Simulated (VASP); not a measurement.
# CdCu2Cl4 (I-42m) in VASP: single point with r2SCAN

Aim: the single point of CdCu2Cl4 with r2SCAN.

All numbers are computed with VASP 6.6.1; they aren't measurements. Logs are shortened: lines on timing, memory, paths and dates and some standing lists are left out, and cuts for length are marked.

**1. The structure**

Symmetry: I-42m, No. 121, tetragonal system. Conventional cell: a = 5.397 Å, b = 5.397 Å, c = 10.846 Å, α = 90.00°, β = 90.00°, γ = 90.00°. Cl (site symmetry m) is surrounded by 2 Cu at 2.31 Å and 1 Cd at 2.50 Å. Cu (site symmetry -4) has 4 Cl at 2.31 Å as nearest neighbours. Around Cd (site symmetry -42m) lie 4 Cl at 2.50 Å.

The cell was built by a generator and needn't be a form met in nature.

**2. Single point, r2SCAN**

Contents of POSCAR:

```
CdCu2Cl4
1.0
    0.0000000000      5.3968258500      0.0000000000
    5.3968258500      0.0000000000      0.0000000000
    2.6984129200      2.6984129200     -5.4229587000
Cl Cu Cd
4 2 1
Direct
    0.4000000000      0.4000000000      0.7400000000
    0.6000000000      0.1400000000      0.2600000000
    0.8600000000      0.8600000000      0.7400000000
    0.1400000000      0.6000000000      0.2600000000
    0.7500000000      0.2500000000      0.5000000000
    0.2500000000      0.7500000000      0.5000000000
    0.0000000000      0.0000000000      0.0000000000
```

Contents of INCAR.step1:

```
SYSTEM = CdCu2Cl4
PREC = Accurate
ENCUT = 520
ISMEAR = 1
SIGMA = 0.0766
LREAL = .FALSE.
LASPH = .TRUE.
NELM = 100
NBANDS = 40
GGA = PE
ALGO = Normal
EDIFF = 1E-4
LWAVE = .TRUE.
LCHARG = .FALSE.
```

Contents of INCAR.step2:

```
SYSTEM = CdCu2Cl4
PREC = Accurate
ENCUT = 520
EDIFF = 1E-6
ISMEAR = 1
SIGMA = 0.0766
LREAL = .FALSE.
LASPH = .TRUE.
NELM = 100
ALGO = Normal
ISIF = 2
LWAVE = .FALSE.
LCHARG = .FALSE.
METAGGA = R2SCAN
LMIXTAU = .TRUE.
NBANDS = 40
ISTART = 1
```

Contents of KPOINTS:

```
regular mesh
0
G
  5 5 5
  0 0 0
```

Potentials or basis: VASP PAW PBE potentials, release 64 (Cl, Cu, Cd).

Started as:

```console
cat potpaw_PBE.64/Cl/POTCAR potpaw_PBE.64/Cu/POTCAR potpaw_PBE.64/Cd/POTCAR > POTCAR
cp INCAR.step1 INCAR
mpirun -np 1 vasp_std > vasp.out
cp INCAR.step2 INCAR
mpirun -np 1 vasp_std > vasp.out
```

OUTCAR:

```text
SYSTEM = CdCu2Cl4
   PREC = Accurate
   ENCUT = 520
   EDIFF = 1E-6
   ISMEAR = 1
   LREAL = .FALSE.
   LASPH = .TRUE.
   NELM = 100
   ISIF = 2
   METAGGA = R2SCAN
   ISTART = 1

 ion  position               nearest neighbor table
   1  0.400  0.400  0.740-   5 2.31   6 2.31   7 2.50
   2  0.600  0.140  0.260-   5 2.31   6 2.31   7 2.50
   3  0.860  0.860  0.740-   5 2.31   6 2.31   7 2.50
   4  0.140  0.600  0.260-   6 2.31   5 2.31   7 2.50
   5  0.750  0.250  0.500-   2 2.31   1 2.31   3 2.31   4 2.31
   6  0.250  0.750  0.500-   4 2.31   1 2.31   3 2.31   2 2.31
   7  0.000  0.000  0.000-   3 2.50   2 2.50   4 2.50   1 2.50

  LATTYP: Found a body centered tetragonal cell.
 ALAT       =     5.3968258500
 C/A-ratio  =     2.0096845260

  Lattice vectors:

 A1 = (  -2.6984129200,   2.6984129300,   5.4229587000)
 A2 = (   2.6984129300,  -2.6984129200,   5.4229587000)
 A3 = (   2.6984129200,   2.6984129200,  -5.4229587000)

Analysis of symmetry for initial positions (statically):
=====================================================================
 Subroutine PRICEL returns:
 Original cell was already a primitive cell.

 Routine SETGRP: Setting up the symmetry group for a
 body centered tetragonal supercell.

 Subroutine GETGRP returns: Found  8 space group operations
 (whereof  8 operations were pure point group operations)
 out of a pool of 16 trial point group operations.

The static configuration has the point symmetry D_2d.

Analysis of symmetry for dynamics (positions and initial velocities):
=====================================================================
 Subroutine PRICEL returns:
 Original cell was already a primitive cell.

 Routine SETGRP: Setting up the symmetry group for a
 body centered tetragonal supercell.

 Subroutine GETGRP returns: Found  8 space group operations
 (whereof  8 operations were pure point group operations)
 out of a pool of 16 trial point group operations.

The dynamic configuration has the point symmetry D_2d.

 Subroutine INISYM returns: Found  8 space group operations
 (whereof  8 operations are pure point group operations),
 and found     1 'primitive' translations

----------------------------------------------------------------------------------------

                                     Primitive cell

  volume of cell :     157.9476

  direct lattice vectors                    reciprocal lattice vectors
     0.000000000  5.396825850  0.000000000     0.000000000  0.185294102  0.092200591
     5.396825850  0.000000000  0.000000000     0.185294102  0.000000000  0.092200591
     2.698412920  2.698412920 -5.422958700     0.000000000  0.000000000 -0.184401183

  length of vectors
     5.396825850  5.396825850  6.631089325     0.206965826  0.206965826  0.184401183

  position of ions in fractional coordinates (direct lattice)
     0.400000000  0.400000000  0.740000000
     0.600000000  0.140000000  0.260000000
     0.860000000  0.860000000  0.740000000
     0.140000000  0.600000000  0.260000000
     0.750000000  0.250000000  0.500000000
     0.250000000  0.750000000  0.500000000
     0.000000000  0.000000000  0.000000000

  ion indices of the primitive-cell ions
   primitive index   ion index
                 1           1
                 2           2
                 3           3
                 4           4
                 5           5
                 6           6
                 7           7

----------------------------------------------------------------------------------------

 KPOINTS: regular mesh

Automatic generation of k-mesh.
 Grid dimensions read from file:
 generate k-points for:    5    5    5

 Generating k-lattice:

  Cartesian coordinates                     Fractional coordinates (reciprocal lattice)
     0.000000000  0.037058820  0.018440118     0.200000000  0.000000000  0.000000000
     0.037058820  0.000000000  0.018440118     0.000000000  0.200000000  0.000000000
     0.000000000  0.000000000 -0.036880237     0.000000000  0.000000000  0.200000000

  Length of vectors
     0.041393165  0.041393165  0.036880237

  Shift w.r.t. Gamma in fractional coordinates (k-lattice)
     0.000000000  0.000000000  0.000000000

 Subroutine IBZKPT returns following result:
 ===========================================

 Found     18 irreducible k-points:

 Following reciprocal coordinates:
            Coordinates               Weight
  0.000000  0.000000  0.000000      1.000000
  0.200000  0.000000 -0.000000      8.000000
  0.400000  0.000000  0.000000      8.000000
  0.200000  0.200000 -0.000000      8.000000
  0.400000  0.200000 -0.000000     16.000000
 -0.400000  0.200000 -0.000000     16.000000
[... 10 lines left out ...]
  0.000000  0.000000  0.400000      2.000000
 -0.200000  0.000000  0.400000      4.000000
   k-points           NKPTS =     18   k-points in BZ     NKDIM =     18   number of bands    NBANDS=     40
   number of dos      NEDOS =    301   number of ions     NIONS =      7
   total plane-waves  NPLWV =  80000
   dimension x,y,z NGX =    40 NGY =   40 NGZ =   50
   dimension x,y,z NGXF=    80 NGYF=   80 NGZF=  100
   ions per type =               4   2   1
   NGX,Y,Z   is equivalent  to a cutoff of  12.32, 12.32, 12.54 a.u.
   NGXF,Y,Z  is equivalent  to a cutoff of  24.64, 24.64, 25.07 a.u.
 SYSTEM =  CdCu2Cl4
   PREC   = accura    normal or accurate (medium, high low for compatibility)
   ISTART =      1    job   : 0-new  1-cont  2-samecut
   ICHARG =      0    charge: 1-file 2-atom 10-const
   ISPIN  =      1    spin polarized calculation?
   LNONCOLLINEAR =      F non collinear calculations
   LSORBIT =      F    spin-orbit coupling
   LASPH  =      T    aspherical Exc in radial PAW
   ENCUT  =  520.0 eV  38.22 Ry    6.18 a.u.  10.03 10.03 12.33*2*pi/ulx,y,z
   NELM   =    100;   NELMIN=  2; NELMDL=  0     # of ELM steps
   EDIFF  = 0.1E-05   stopping-criterion for ELM
   LREAL  =      F    real-space projection
   EDIFFG = 0.1E-04   stopping-criterion for IOM
   NSW    =      0    number of steps for IOM
   IBRION =     -1    ionic relax: 0-MD 1-quasi-New 2-CG
   NFREE  =      0    steps in history (QN), initial steepest desc. (CG)
   ISIF   =      2    stress and relaxation
   ISYM   =      2    0-nonsym 1-usesym 2-fastsym
   POTIM  = 0.5000    time-step for ionic-motion
   TEBEG  =    0.0;   TEEND  =   0.0 temperature during run
   PSTRESS=    0.0 pullay stress
   NELECT =      62.0000    total number of electrons
   NUPDOWN=      -1.0000    fix difference up-down
   EMIN   =  10.00;   EMAX   =-10.00  energy-range for DOS
   EFERMI =   0.00;   METHOD = LEGACY
   ISMEAR =     1;   SIGMA  =   0.08  broadening in eV -4-tet -1-fermi 0-gaus
   EFERMI_NEDOS =   21; number of points for ismear=-14 and -15
   IALGO  =     38    algorithm
   IMIX   =      4    mixing-type and parameters
     AMIX     =   0.40;   BMIX     =  1.00
     AMIX_MAG =   1.60;   BMIX_MAG =  1.00
  volume/ion in A,a.u.               =      22.56       152.27
  Fermi-wavevector in a.u.,A,eV,Ry     =   1.198674  2.265165 19.549109  1.436819
  Thomas-Fermi vector in A             =   2.334557
   LORBIT       =      0    0 simple, 1 ext, 2 COOP (PROOUT), +10 PAW based schemes
   METAGGA = R2SCAN    functional components
   LHFCALC =     F    Hartree Fock is set to
   AEXX    =    0.0000 exact exchange contribution
   IVDW    =     0    specifies the selected vdW correction
   LEPSILON=     F    determine dielectric tensor
   LRPA    =     F    only Hartree local field effects (RPA)
 non-spin polarized calculation
 Methfessel and Paxton  Order N= 1 SIGMA  =   0.08
  energy-cutoff  :      520.00
  volume of cell :      157.95
 maximum number of plane-waves:      4270
   NGX = 21   NGY = 21   NGZ = 25

 number of electron      61.9999987 magnetization

 Free energy of the ion-electron system (eV)
  ---------------------------------------------------
  ext. energy  EPLUGINS =         0.00000000
  ---------------------------------------------------
  free energy    TOTEN  =       -71.88992880 eV

  energy without entropy =      -71.89257347  energy(sigma->0) =      -71.89081036

 E-fermi :   2.5215     XC(G=0):  -9.5482

 val. band max:        2.5182465148   @ k =   0.0000   0.0000   0.0000
 cond. band min:       3.5615921961   @ k =   0.0000   0.0000   0.0000
 fundamental gap:      1.0433456813
 Fermi energy:         2.5215295664

 k-point     1 :       0.0000    0.0000    0.0000
  band No.  band energies     occupation
      1     -14.7023      2.00000
      2     -14.1347      2.00000
      3     -14.1168      2.00000
      4     -14.1168      2.00000
      5      -6.7817      2.00000
      6      -6.7362      2.00000
[... 32 lines left out ...]
     39      10.3930      0.00000
     40      10.3930      0.00000

 k-point     2 :       0.2000    0.0000   -0.0000
  band No.  band energies     occupation
      1     -14.6386      2.00000
      2     -14.1657      2.00000
      3     -14.1383      2.00000
      4     -14.1321      2.00000
      5      -6.7880      2.00000
      6      -6.7574      2.00000
[... 32 lines left out ...]
     39      10.1612      0.00000
     40      10.2337      0.00000

 k-point     3 :       0.4000    0.0000    0.0000
  band No.  band energies     occupation
      1     -14.4775      2.00000
      2     -14.2902      2.00000
      3     -14.1629      2.00000
      4     -14.1509      2.00000
      5      -6.8162      2.00000
      6      -6.7711      2.00000
[... 595 lines left out ...]
  band No.  band energies     occupation
      1     -14.5382      2.00000
      2     -14.3103      2.00000
      3     -14.1179      2.00000
      4     -14.1179      2.00000
      5      -6.8504      2.00000
      6      -6.7589      2.00000
[... 32 lines left out ...]
     39       9.9590      0.00000
     40      11.4528      0.00000

 k-point    18 :      -0.2000    0.0000    0.4000
  band No.  band energies     occupation
      1     -14.4658      2.00000
      2     -14.3275      2.00000
      3     -14.1741      2.00000
      4     -14.1186      2.00000
      5      -6.8410      2.00000
      6      -6.7847      2.00000
[... 32 lines left out ...]
     39      10.0872      0.00000
     40      10.5557      0.00000

------------------------ aborting loop because EDIFF is reached ----------------------------------------

  FORCE on cell =-STRESS in cart. coord.  units (eV):
  Direction    XX          YY          ZZ          XY          YZ          ZX
  --------------------------------------------------------------------------------------
  -------------------------------------------------------------------------------------
  Total        0.4427226      0.4427226      0.7610721      0.0000000      0.0000000      0.0000000
  in kB        4.4908560      4.4908560      7.7201067      0.0000000      0.0000000      0.0000000
  external PRESSURE =       5.5672729 kB  Pullay stress =       0.0000000 kB

 VOLUME and BASIS-vectors are now :
 -----------------------------------------------------------------------------
  energy-cutoff  :      520.00
  volume of cell :      157.95
      direct lattice vectors                 reciprocal lattice vectors
     0.000000000  5.396825850  0.000000000     0.000000000  0.185294102  0.092200591
     5.396825850  0.000000000  0.000000000     0.185294102  0.000000000  0.092200591
     2.698412920  2.698412920 -5.422958700     0.000000000  0.000000000 -0.184401183

 POSITION                                       TOTAL-FORCE (eV/Angst)
 -----------------------------------------------------------------------------------
      4.15556      4.15556     -4.01299        -0.022379     -0.022379     -0.019299
      1.45714      3.93968     -1.40997        -0.022379      0.022379      0.019299
      6.63810      6.63810     -4.01299         0.022379      0.022379     -0.019299
      3.93968      1.45714     -1.40997         0.022379     -0.022379      0.019299
      2.69841      5.39683     -2.71148         0.000000     -0.000000      0.000000
      5.39683      2.69841     -2.71148         0.000000      0.000000      0.000000
      0.00000      0.00000      0.00000         0.000000     -0.000000      0.000000
 -----------------------------------------------------------------------------------
    total drift:                               -0.000105     -0.000105     -0.000137

  FREE ENERGIE OF THE ION-ELECTRON SYSTEM (eV)
  ---------------------------------------------------
  free  energy   TOTEN  =       -71.8899287987 eV

  energy  without entropy=      -71.8925734713  energy(sigma->0) =      -71.89081036
```

Run time: 6 min. Hardware: 1 thread of Intel Xeon Platinum 8259CL at 2.50GHz (Skylake/Cascade Lake), shared host; peak memory 0.36 GiB.

Results:

```yaml
Free_energy: -71.8899 eV
Pressure: 0.6 GPa
Largest_force: 0.037 eV/Å
Band_gap_on_the_k_mesh: 1.04 eV, direct
```

Forces in eV/Å, atoms in the order of the input:
```
Cl  -0.022 -0.022 -0.019
Cl  -0.022  0.022  0.019
Cl   0.022  0.022 -0.019
Cl   0.022 -0.022  0.019
Cu   0.000  0.000  0.000
Cu   0.000  0.000  0.000
Cd   0.000  0.000  0.000
```

Caveat: the PAW data sets were made with another functional, which shifts forces and pressure a little; an odd mesh through Γ misses points on the zone boundary, where band edges often lie.
